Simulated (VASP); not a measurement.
W: energy against strain

W (bcc, Im-3m, 15.514 Å³/atom and stress up to 0.28 GPa in the relaxed cell, cube axes along x, y and z) under an equal strain ε along x and y, with z held. LDA in VASP (plane waves, PAW), 480 eV, 20×20×20 Γ-centred mesh, Methfessel-Paxton smearing 0.10 eV.

Here s stands for strain and y for E less E0.

```
strain (%)  E less E0 (meV/atom)
----------  --------------------
-3.00                          ?
-1.50                      17.56
-1.00                       7.58
-0.50                       1.78
0.00                        0.00
0.50                        2.07
1.00                        7.85
1.50                       17.21
```

**Question.** Fit y against s with a parabola, and predict the withheld value at s = -3.00.

**Answer.** Least squares gives y = -0.007 - 0.0157·s + 7.7286·s². Residuals (row less fit): 0.154, -0.157, -0.153, 0.007, 0.153, 0.144, -0.149; standard error 0.186 (degrees of freedom: 4). Twice the quadratic coefficient over the volume, 2 × 7.7286 meV × 10⁴ × 0.1602 / 15.514 Å³, is the elastic constants 2(C11 + C12) = about 1600 GPa. At the withheld row, y = -0.007 - 0.0157 × (-3.0) + 7.7286 × (-3.0)² = 69.597 meV/atom. The calculation gives 73.24 meV/atom, 3.643 meV/atom above the prediction (5.0 % of the range of y in the table). The row lies outside the fitted rows, so this is an extrapolation. From the scatter of the fitted rows alone, a prediction at this place has a standard error of 0.711 meV/atom, so the miss is 5.1 times that.

A polynomial of degree 3 through the 12 other runs of the series gives 73.38 there, so most of the miss is curvature that the fit leaves out. In a metal these values are sensitive to mesh and smearing; energies are taken to zero smearing, stresses follow the free energy. Spin-orbit coupling is left out, which can shift these values for the heavy elements here. Rows are the converged runs of the series near zero and its far end; series whose fitted rows scatter by over a few per cent of the range, as at a crossing or softening among them, aren't shown in this form, nor equations of state whose B0' disagrees with the runs' pressures. Most that stay on the fit to the last digits aren't either.
